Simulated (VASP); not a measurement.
Output of a VASP run:

OSZICAR:
```
       N       E                     dE             d eps       ncg     rms          rms(c)
DAV:   1     0.113213661869E+03    0.11321E+03   -0.82939E+03   754   0.146E+03
DAV:   2    -0.809358246930E+00   -0.11402E+03   -0.11096E+03   789   0.322E+02
DAV:   3    -0.859694269634E+01   -0.77876E+01   -0.77450E+01   994   0.904E+01
DAV:   4    -0.879860769551E+01   -0.20166E+00   -0.20155E+00   892   0.160E+01
DAV:   5    -0.880841800907E+01   -0.98103E-02   -0.98099E-02  1102   0.310E+00    0.526E+00
DAV:   6    -0.842810771996E+01    0.38031E+00   -0.74972E-01  1097   0.150E+01    0.324E+00
DAV:   7    -0.840506435030E+01    0.23043E-01   -0.18831E-01  1034   0.360E+00    0.121E+00
DAV:   8    -0.840548221963E+01   -0.41787E-03   -0.15454E-02   965   0.179E+00    0.324E-01
DAV:   9    -0.840622788653E+01   -0.74567E-03   -0.23646E-03   948   0.738E-01    0.188E-01
DAV:  10    -0.840626528193E+01   -0.37395E-04   -0.19853E-04   987   0.120E-01    0.129E-01
DAV:  11    -0.840632433769E+01   -0.59056E-04   -0.50084E-05   854   0.523E-02    0.407E-02
DAV:  12    -0.840633838601E+01   -0.14048E-04   -0.41716E-05   880   0.110E-01    0.204E-02
DAV:  13    -0.840633858558E+01   -0.19957E-06   -0.20512E-06   930   0.143E-02    0.176E-02
DAV:  14    -0.840633888044E+01   -0.29486E-06   -0.10018E-06   824   0.105E-02    0.484E-03
DAV:  15    -0.840633898515E+01   -0.10471E-06   -0.72760E-08   682   0.196E-03    0.278E-03
DAV:  16    -0.840633898720E+01   -0.20548E-08   -0.12833E-08   427   0.212E-03
   1 F= -.80766669E+01 E0= -.80766669E+01  d E =-.807667E+01
       N       E                     dE             d eps       ncg     rms          rms(c)
DAV:   1    -0.848190023782E+01   -0.75561E-01   -0.20003E+00   944   0.303E+01    0.194E+00
DAV:   2    -0.841234717692E+01    0.69553E-01   -0.15093E-01   944   0.103E+01    0.656E-01
DAV:   3    -0.840106876286E+01    0.11278E-01   -0.34157E-02   984   0.432E+00    0.398E-01
DAV:   4    -0.840101488286E+01    0.53880E-04   -0.14424E-03   777   0.397E-01    0.289E-01
DAV:   5    -0.840086313835E+01    0.15174E-03   -0.20076E-04   980   0.156E-01    0.924E-02
DAV:   6    -0.840087648990E+01   -0.13352E-04   -0.71056E-05  1141   0.116E-01    0.283E-02
DAV:   7    -0.840086867701E+01    0.78129E-05   -0.94375E-06   963   0.429E-02    0.246E-03
DAV:   8    -0.840086862531E+01    0.51703E-07   -0.40552E-07   856   0.105E-02
   2 F= -.80784891E+01 E0= -.80784891E+01  d E =-.182217E-02
       N       E                     dE             d eps       ncg     rms          rms(c)
DAV:   1    -0.841193667178E+01   -0.11068E-01   -0.20993E-01   944   0.102E+01    0.601E-01
DAV:   2    -0.840498993703E+01    0.69467E-02   -0.14544E-02   944   0.306E+00    0.214E-01
DAV:   3    -0.840377213161E+01    0.12178E-02   -0.38125E-03   984   0.144E+00    0.123E-01
DAV:   4    -0.840376541550E+01    0.67161E-05   -0.15979E-04   784   0.137E-01    0.933E-02
DAV:   5    -0.840373287681E+01    0.32539E-04   -0.19787E-05   948   0.470E-02    0.355E-02
DAV:   6    -0.840372563088E+01    0.72459E-05   -0.81626E-06  1141   0.328E-02    0.774E-03
DAV:   7    -0.840372660448E+01   -0.97360E-06   -0.87596E-07   925   0.117E-02    0.203E-03
DAV:   8    -0.840372692575E+01   -0.32127E-06   -0.62892E-08   437   0.379E-03    0.429E-04
DAV:   9    -0.840372692557E+01    0.18099E-09   -0.11191E-08   427   0.118E-03
   3 F= -.80790268E+01 E0= -.80790268E+01  d E =-.235987E-02
```

**OUTCAR**
```
------------------------ aborting loop because EDIFF is reached ----------------------------------------
  FORCE on cell =-STRESS in cart. coord.  units (eV):
  Direction    XX          YY          ZZ          XY          YZ          ZX
  --------------------------------------------------------------------------------------
  Total        0.3258650      0.3258650      0.3258650     -0.0000000     -0.0000000      0.0000000
  in kB       10.0358770     10.0358770     10.0358770     -0.0000000     -0.0000000      0.0000000
  external PRESSURE =       0.0358770 kB  Pullay stress =      10.0000000 kB
  volume of cell :       52.02
      direct lattice vectors                 reciprocal lattice vectors
     0.000000000  2.962927378  2.962927378    -0.168752027  0.168752027  0.168752027
     2.962927378  0.000000000  2.962927378     0.168752027 -0.168752027  0.168752027
     2.962927378  2.962927378 -0.000000000     0.168752027  0.168752027 -0.168752027
  FREE ENERGIE OF THE ION-ELECTRON SYSTEM (eV)
  ---------------------------------------------------
  free  energy   TOTEN  =        -8.4037269256 eV

  energy  without entropy=       -8.4037269256  energy(sigma->0) =       -8.40372693
  enthalpy is  TOTEN    =        -8.0790268168 eV   P V=        0.3247001088

 reached required accuracy - stopping structural energy minimisation
```
(Selected blocks of OUTCAR.)

**POSCAR**
```
InP
1
    0.0000000000     2.9779739867     2.9779739867
    2.9779739867     0.0000000000     2.9779739867
    2.9779739867     2.9779739867     0.0000000000
In P
1 1
Direct
  0.0000000000   0.0000000000   0.0000000000
  0.2500000000   0.2500000000   0.2500000000
```

### Question
Reconstruct the remaining input files.

### Answer
This is not unique; one that fits is the input of the run itself, PBE GGA, plane waves, VASP's PBE PAW potentials (set 64).

INCAR:
```
SYSTEM  =  InP
LREAL  =  F   ! projection in real space or not
LMAXMIX  =  4   ! l cut-off of mixed one-centre charges
ENCUT  =  480   ! plane-wave cut-off (eV)
LWAVE  =  F
SIGMA  =  0.05
GGA  =  PE   ! PBE
ISMEAR  =  0
NELM  =  100   ! most electronic steps
ALGO  =  Normal
LASPH  =  T   ! aspherical one-centre terms
PSTRESS  =  10
ISIF  =  3   ! ions, shape and volume
PREC  =  Accurate
LCHARG  =  F
EDIFFG  =  -0.01
NSW  =  40   ! most ionic steps
EDIFF  =  1E-7
IBRION  =  2   ! conjugate gradients
```

KPOINTS:
```
Automatic mesh
0
Gamma
8 8 8
0 0 0
```

POTCAR, in this order: In_d P (PBE.64 set). Program: vasp_std.

The compound is InP in the zinc blende structure. This run relaxes it under an external pressure of 1 GPa. Symmetry was kept, so distortions that lower it aren't found.
